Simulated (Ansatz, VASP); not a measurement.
**SiO2: VASP beside Ansatz**

Wanted: the spread between two codes on one cell, functional and k mesh. The cell is taken from a series of runs on this material, whose earlier steps may have relaxed, scaled, displaced or heated it; both programs get it as it stands.

Method: plane waves, with VASP 6.6.1 beside it; LDA, in Ansatz 0.2.0.

## (1) The structure

The structure is tetragonal, space group P4_2/mnm (No. 136). The conventional cell has a = 4.155 Å, b = 4.155 Å, c = 2.661 Å, α = 90.00°, β = 90.00°, γ = 90.00°. Nearest to O lie 3 Si at 1.75 to 1.80 Å. Nearest to Si lie 6 O at 1.75 to 1.80 Å. Farther neighbours and most contacts between anions are not listed.

## (2) Ansatz: zone-centre phonons, LDA

Ansatz runs on its PAW soft_1 files.

Second derivatives magnify differences that forces hide, and they need a tight electronic threshold.

input.yaml reads:

```yaml
crystal:
  lattice:
    - [4.1549127599, 0.0, 0.0]
    - [0.0, 4.1549127599, 0.0]
    - [0.0, 0.0, 2.6613485654]
  atoms:
    - { symbol: O, position: [0.6944294069, 0.6944294069, 0.0] }
    - { symbol: O, position: [0.1944294069, 0.8055705931, 0.5] }
    - { symbol: O, position: [0.3055705931, 0.3055705931, 0.0] }
    - { symbol: O, position: [0.8055705931, 0.1944294069, 0.5] }
    - { symbol: Si, position: [0.5, 0.5, 0.5] }
    - { symbol: Si, position: [0.0, 0.0, 0.0] }
kpoints:
  mp_grid: { grid: [8, 8, 8] }
hamiltonian:
  xc: lda
  pseudopotentials: { kind: paw, azcp: { folder: soft_1 }, xc_functional: pbe }
scf:
  occupations: { method: fixed }
output:
  eigenvalues: true
phonons:
  method: dfpt
  dielectric: true
  rigid_motions: translations
```

The run is started by

```bash
$ ansatz run input.yaml --threads 8 --pin off --max-ram 16384MiB --backend cpu --events-out ev --progress --plain --runs-dir out
```

Numbers of over 12 decimals in the logs are rounded to 6 here.

The log of the run:

```text
Engine: ansatz 0.2.0, aarch64-unknown-linux-gnu
Pseudopotentials: kind: paw
Pseudopotential: O, paw, valence charge 6, recommended cutoff 420 eV (normal), soft_1/O.paw.azcp
Pseudopotential: Si, paw, valence charge 4, recommended cutoff 420 eV (normal), soft_1/Si.paw.azcp
Functional definition: SPW92
  exchange = slater_x
  correlation = pw_c
Crystal: 6 atoms, lattice volume = 45.944 Å³
Basis set: ecut = 420 eV, 913 PW (Γ), exchange–correlation on 60×60×36 points (8 copies of the dense FFT grid, shifted against one another)
Bands: 22, of which v1, the nominal top of the filled ones, is band 16 counted from 1 (15 counted from 0)
Symmetry: 16 space group operations
k-points: 260 of 512 (irreducible under 1 space group operation, time reversal used)
Non-local potential: O, projectors of the file, l = 0: 2, l = 1: 2, l = 2: 1
Non-local potential: Si, projectors of the file, l = 0: 2, l = 1: 2, l = 2: 1
PAW form: soft (Blöchl's): semilocal exchange-correlation on the pseudo side does not see the compensation charge
PAW frozen core: O, regenerated for the run's functional, and the local potential with it (the file was generated under x = pbe(κ = 0.804, μ = 0.219515), c = pbe(β = 0.066725))
PAW frozen core: Si, regenerated for the run's functional, and the local potential with it (the file was generated under x = pbe(κ = 0.804, μ = 0.219515), c = pbe(β = 0.066725))
PAW one-centre angular grid: O, 110 points (default); XC on 64 Gauss nodes
PAW one-centre angular grid: Si, 110 points (default); XC on 64 Gauss nodes
Initial density: superposition of atomic densities (chi_scale 0.1, normalization cell, long waves kept (reshape's long-wave potential 0.00 eV rms))
Initial wavefunctions: pseudopotential atomic-orbital guess
Functional: x = slater, c = lda
SCF iter   1: F=—  HF=-3447.547112 eV  |F-HF|=—  |Δ(HF+E_count)|=         —  Δρ=1.40e-1  dr2=7.15e0  ethr=3.10e-3  ⟨swp⟩=4.2  Hψ=25820  notcnv=0  defer=1009
preconditioner: auto → none  [insulator: Δε(μ)=6.928 eV  Ē_g=19.657 eV  n_scr=10 (ndim 8)  ℏωp=31.0 eV  f_vac=0.000  ε∞_Penn≈3.5]
SCF iter   2: F=—  HF=-3445.623619 eV  |F-HF|=—  |Δ(HF+E_count)|=    1.92e0  Δρ=6.35e-2  dr2=6.90e-1  ethr=3.10e-3  ⟨swp⟩=3.0  Hψ=13663  notcnv=0  defer=993
SCF iter   3: F=—  HF=-3445.448699 eV  |F-HF|=—  |Δ(HF+E_count)|=   1.75e-1  Δρ=2.21e-2  dr2=8.02e-2  ethr=2.16e-3  ⟨swp⟩=2.4  Hψ=10179  notcnv=0  defer=1032
SCF iter   4: F=—  HF=-3445.450702 eV  |F-HF|=—  |Δ(HF+E_count)|=   2.00e-3  Δρ=1.72e-3  dr2=4.55e-4  ethr=2.51e-4  ⟨swp⟩=2.0  Hψ=6478  notcnv=0  defer=1040
SCF iter   5: F=—  HF=-3445.450895 eV  |F-HF|=—  |Δ(HF+E_count)|=   1.93e-4  Δρ=2.23e-4  dr2=8.92e-6  ethr=1.42e-6  ⟨swp⟩=2.0  Hψ=9307  notcnv=0  defer=1040
SCF iter   6: F=—  HF=-3445.450901 eV  |F-HF|=—  |Δ(HF+E_count)|=   5.18e-6  Δρ=3.55e-5  dr2=2.58e-7  ethr=2.79e-8  ⟨swp⟩=2.0  Hψ=9392  notcnv=0  defer=463
SCF iter   7: F=—  HF=-3445.450901 eV  |F-HF|=—  |Δ(HF+E_count)|=   4.50e-8  Δρ=7.35e-6  dr2=1.25e-8  ethr=8.05e-10  ⟨swp⟩=2.0  Hψ=8341  notcnv=0  defer=453
SCF iter   8: F=—  HF=-3445.450901 eV  |F-HF|=—  |Δ(HF+E_count)|=   3.21e-9  Δρ=7.49e-7  dr2=1.49e-10  ethr=3.90e-11  ⟨swp⟩=2.0  Hψ=8450  notcnv=0  defer=453
SCF iter   9: F=-3445.450901 eV  HF=-3445.450901 eV  |F-HF|=1.82e-12  |Δ(HF+E_count)|=  2.55e-11  Δρ=1.32e-7  dr2=3.17e-12  ethr=1.00e-12  ⟨swp⟩=12.9  Hψ=37933  notcnv=0
SCF 1 converged in 9 iterations: F = -3445.450901 eV  dr2 = 3.17e-12
  greatest PAW one-centre occupation: 0.854 electrons in one spin orbital (limit 2), on the O atom at site 3 (counted from 0), in its partial waves of l = 0
DFPT response loops at Γ: preconditioner auto → none (the input reference at scf.mixing.eps_inf says where Resta's filter doesn't serve); β = 0.50; Broyden in place of MSR1
── the response to a field inside a basis, on 8×8×8 k-points: an SCF that follows is theirs, and a resumed run solves both again ──
Bands: 17, of which v1, the nominal top of the filled ones, is band 16 counted from 1 (15 counted from 0)
k-points: 40 of 512
Initial density: handed on by an earlier stage of this run
Initial wavefunctions: pseudopotential atomic-orbital guess (no wavefunctions were taken with the density)
Eigensolver: Dense (40 Hₖ)
SCF iter   1: F=—  HF=-3445.452410 eV  |F-HF|=—  |Δ(HF+E_count)|=         —  Δρ=7.45e-4  dr2=3.98e-5  ethr=1.00e-1
preconditioner: auto → none  [insulator: Δε(μ)=6.236 eV  Ē_g=16.420 eV  n_scr=10 (ndim 8)  ℏωp=31.0 eV  f_vac=0.000  ε∞_Penn≈4.6]
SCF iter   2: F=—  HF=-3445.452399 eV  |F-HF|=—  |Δ(HF+E_count)|=   1.18e-5  Δρ=3.16e-4  dr2=9.53e-6  ethr=1.25e-7
SCF iter   3: F=—  HF=-3445.452397 eV  |F-HF|=—  |Δ(HF+E_count)|=   1.15e-6  Δρ=1.23e-4  dr2=2.14e-6  ethr=2.98e-8
SCF iter   4: F=-3445.452397 eV  HF=-3445.452397 eV  |F-HF|=1.36e-10  |Δ(HF+E_count)|=   7.06e-7  Δρ=8.65e-6  dr2=1.00e-8  ethr=6.68e-9
SCF 1 converged in 4 iterations: F = -3445.452397 eV  dr2 = 1.00e-8
DFPT response loops at Γ: mixed as the last ones told, above
SCF converged after 9 iterations
Free energy (F): -3445.450901 eV
Harris-Foulkes:  -3445.450901 eV  (|F-HF|=1.82e-12)
Internal energy: -3445.450901 eV  (E = F + TS)
E sigma→0 (E₀):  -3445.450901 eV
Fermi energy:    10.472122 eV
--- Per-component energies (eV) ---
  E_band       = 61.434095
  E_kinetic    = 785.190279
  E_local      = -1194.681620  (includes V_loc(G=0)·N_el)
  E_nonlocal   = 260.778268
  E_hartree    = 433.016609
  E_xc         = -400.455036
  E_vxc        = -467.689067  (∫ρ·V_xc dr)
  E_paw        = -1581.936404  (= ΣΔE_a)
  E_vpaw       = -188.200292  (= ΣTr[D̂ρ^β])
  E_aug_tail   = 0.003252  (compensation charges beyond the density's cutoff)
  E_ewald      = -1747.922597
  E_core_change = 0.556347  (= ΣΔE_core)
  E_smearing   = -0.000000  (= −TS)
  E_closure    = 0.000000  (closes the sum)
  Σ components = -3445.450901   (vs F -3445.450901, Δ=0.00e0)
--- Band table (eV; the first three rows and the last of 260) ---
  k-point 0: bands = [... 12 lower, 7.9151, 9.5630, 9.5630, 10.4721, 16.2883, 16.9498, 18.8662, 18.8662, ... 2 higher]
  k-point 1: bands = [... 12 lower, 7.2205, 9.4053, 9.4053, 10.2702, 16.9891, 18.0668, 19.7602, 19.7602, ... 2 higher]
  k-point 2: bands = [... 12 lower, 6.0506, 8.9103, 8.9103, 9.6301, 18.0519, 20.2212, 20.4671, 21.6500, ... 2 higher]
  k-point 259: bands = [... 12 lower, 8.6739, 8.6739, 8.8682, 8.8682, 17.6715, 17.6715, 21.3601, 21.3601, ... 2 higher]
--- Phonons (Γ-DFPT): 4 representative perturbations + reference, on 260 of 512 k-points (Σ response iterations 12) ---
  k mesh reduced under 1 symmetry operation, with k and −k counted as one. Each operation leaves every solved perturbation unchanged. A smaller set is not considered because the run solves the response to a homogeneous field
  ASR residual: 3.194e-5 → 0.000e0 eV/Å²; symmetrization residual: 1.273e-6 eV/Å²
  ASR residual per site (eV/Å²): 3.19e-5 3.19e-5 3.19e-5 3.19e-5 1.29e-5 1.29e-5
  Γ frequencies (cm⁻¹): 0.00 0.00 0.00 218.45 383.65 465.65 465.65 583.83 583.83 585.83 585.83 589.07 658.16 753.37 757.86 822.86 822.86 947.19
  ε∞ (high-frequency dielectric tensor):
        3.374887     0.000000     0.000000
        0.000000     3.374887     0.000000
        0.000000     0.000000     3.551817
  ε⁰ (static dielectric tensor: ions relaxed, cell fixed):
       11.097996     0.000000    -0.000000
        0.000000    11.097996     0.000000
       -0.000000     0.000000     9.031913
  ε⁰ − ε∞ (ionic part):
        7.723109     0.000000    -0.000000
        0.000000     7.723109     0.000000
       -0.000000     0.000000     5.480095
  softest optical mode at Γ: 218.45 cm⁻¹; the repairs (sum rule, projections) moved no ω² at Γ by more than (0.97 cm⁻¹)²
  Born effective charges Z* (e; rows j = field, columns β = displacement):
    site 0:
        -1.90476   -0.57545    0.00000
        -0.57545   -1.90476    0.00000
         0.00000    0.00000   -2.03567
    site 1:
        -1.90476    0.57545    0.00000
         0.57545   -1.90476    0.00000
         0.00000    0.00000   -2.03567
    site 2:
        -1.90476   -0.57545    0.00000
        -0.57545   -1.90476    0.00000
         0.00000    0.00000   -2.03567
    site 3:
        -1.90476    0.57545    0.00000
         0.57545   -1.90476    0.00000
         0.00000    0.00000   -2.03567
    site 4:
         3.80952   -0.35910    0.00000
        -0.35910    3.80952    0.00000
         0.00000    0.00000    4.07135
    site 5:
[...]
Z* charge neutrality: 2.139e-3 e pre-enforcement
  solved inside a basis spanned on kpoints, on 8×8×8 k-points, its susceptibility summed on 8×8×12: ε∞ is read to err by 8.3e-3, Z* by 1.4e-2 e (field_mesh: kpoints solves on kpoints); Z* is corrected for what the basis lacks
  optical modes at Γ without the LO–TO term, one row a degenerate level:
      ω (cm⁻¹)  modes    IR ((D/Å)²/amu)
[...]
optical modes at Γ + LO–TO along q̂ = [1.0000, 0.0000, 0.0000]:
      ω (cm⁻¹)  modes    IR ((D/Å)²/amu)
[...]
optical modes at Γ + LO–TO along q̂ = [0.0000, 1.0000, 0.0000]:
      ω (cm⁻¹)  modes    IR ((D/Å)²/amu)
[...]
optical modes at Γ + LO–TO along q̂ = [0.0000, 0.0000, 1.0000]:
      ω (cm⁻¹)  modes    IR ((D/Å)²/amu)
[...]
583.83      2             0.0000
        585.83      2            11.2123
        589.07      1             0.0000
        753.37      1             0.0000
        757.86      1             0.0000
        822.86      2            25.7579
        947.19      1             0.0000
       1049.54      1            51.1355
```

(Continued in part 2 of 3.)

[Lines on the potential files, build, host, timing and source positions are cut from VASP's logs without a mark.]

[Logs are printed without paths, hosts, clocks, repeated set-up lines and the standing remarks that a program may print on its own settings, such as how far it seeks lower states.]

[Hosts, paths, dates, database ids (printed as entryN), source tags and the programs' standing remarks are cut or masked in the printed files.]
